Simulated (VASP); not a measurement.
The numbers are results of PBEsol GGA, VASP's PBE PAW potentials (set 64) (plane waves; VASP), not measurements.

VASP ran on this input.

INCAR:
```
SYSTEM = CuZn
PREC = Accurate
ENCUT = 520
EDIFF = 1E-7
NELM = 100
ALGO = Normal
LREAL = .FALSE.
LASPH = .TRUE.
ISMEAR = 1
SIGMA = 0.1
GGA = PS
LMAXMIX = 4
LWAVE = .FALSE.
LCHARG = .FALSE.
ISIF = 2
```

### POSCAR
```
CuZn
2.9412760
  1.0000000294   0.0000000000   0.0000000000
  0.0000000000   1.0000000294   0.0000000000
  0.0000000000   0.0000000000   1.0000000294
Zn Cu
1 1
Cartesian
  0.5000000147   0.5000000147   0.5000000147
  0.0000000000   0.0000000000   0.0000000000
```

**KPOINTS**
```
Regular mesh
0
G
 12 12 12
```

POTCAR, in this order: Zn Cu (PBE.64 set). Program: vasp_std.

### Question
What will the output report for the number of irreducible k-points (NKPTS), largest plane-wave count, number of space-group operations, FFT grid (NGX, NGY, NGZ)?

### Answer

```json
{
 "number of irreducible k-points (NKPTS)": "84",
 "largest_plane_wave_count": "715",
 "number_of_space_group_operations": "48",
 "FFT grid (NGX, NGY, NGZ)": "24 × 24 × 24"
}
```

The compound is CuZn in the CsCl type structure. This cell is one point of a volume scan, at 1.03 of the reference volume. The electron count is odd and the run is not spin-polarised, which forces a metal.
